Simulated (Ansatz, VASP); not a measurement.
## One calculation of Y3As, two programs

```xyz
4
Lattice="-2.2470 2.2470 5.0193 2.2470 -2.2470 5.0193 2.2470 2.2470 -5.0193" Properties=species:S:1:pos:R:3 pbc="T T T"
Y     0.0000    0.0000    5.0193
Y     2.2470    0.0000    2.5096
Y     0.0000    2.2470    2.5096
As    0.0000    0.0000    0.0000
```

Alike in both runs: task single point; functional PBE; k mesh 6 × 6 × 6; occupations gaussian, width 0.1 eV; no spin polarisation.

|  | VASP | Ansatz |
| --- | --- | --- |
| version | VASP 6.6.1 | Ansatz 0.2.0 |
| potentials or method | VASP PAW PBE potentials, release 64 (Y_sv, As) | scalar-relativistic, plane waves, PAW |
| plane-wave cutoff (eV) | 520 | 420 |
| valence electrons in the cell | 38 | 48 |

```csv
,VASP,Ansatz,Ansatz less VASP
gap on the k mesh at the Fermi level (eV),none,none,-
pressure (GPa),1.5,1.6,+0.08
largest component of the traceless stress (GPa),1.79,1.79,-0.002
```

A gap of «none» marks a metal or a gap that the smearing closes. The two sets of potentials don't hold the same shells in valence.
